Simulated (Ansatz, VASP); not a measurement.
Two plane-wave programs on SiGeB

```
CELL_PARAMETERS angstrom
4.45191 0.00000 0.00000
-2.22596 3.85547 0.00000
0.00000 0.00000 4.75552
ATOMIC_POSITIONS crystal
Si 0.33333 0.66667 0.00000
Si 0.66667 0.33333 0.00000
Ge 0.33333 0.66667 0.50000
Ge 0.66667 0.33333 0.50000
B 0.00000 0.00000 0.50000
B 0.00000 0.00000 0.00000
```

Alike in both runs: functional PBE; k mesh 6 × 6 × 4; occupations gaussian, width 0.1 eV; no spin polarisation.

Ansatz relaxed the structure, and its values are those at the end. VASP's run is a single point on that final structure, the one shown.

```csv
,VASP,Ansatz
version,VASP 6.6.1,Ansatz 0.2.0
potentials or method,"VASP PAW PBE potentials, release 64 (Si, Ge_d, B)","scalar-relativistic, plane waves, PAW"
plane-wave cutoff (eV),520,420
valence electrons in the cell,42,42
```

|  | VASP | Ansatz | Ansatz less VASP |
| --- | --- | --- | --- |
| gap on the k mesh at the Fermi level (eV) | none | none | - |
| pressure (GPa) | 0.0 | 0.0 | +0.02 |

A gap of «none» marks a metal or a gap that the smearing closes. The functional is the same, so the differences come from potentials, cutoffs and numerics.
